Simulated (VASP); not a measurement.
```
CELL_PARAMETERS angstrom
     -1.66185     1.66185     1.66185
      1.66185    -1.66185     1.66185
      1.66185     1.66185    -1.66185
ATOMIC_POSITIONS crystal
  Li 0.00000 0.00000 0.00000
```

Method: PBEsol GGA, VASP's PBE PAW potentials (set 64) (plane waves; VASP 6.6.1). Run with 600 eV cut-off, 14×14×14 Γ-centred mesh, first-order Methfessel-Paxton smearing of 0.10 eV, potentials Li_sv.

Question: Predict the energy per atom (σ→0), pressure, band gap (on the k-mesh) with the smallest direct gap where there is one.

Answer: 
```
Quantity                                                    Result
------------------------  ----------------------------------------
band gap (on the k-mesh)  none (metal, semimetal or under 0.01 eV)
energy per atom (σ→0)                               -1.955 eV/atom
pressure                                                  1.45 GPa
```

The compound is Li in the bcc structure. This cell was strained or had an atom moved on purpose.
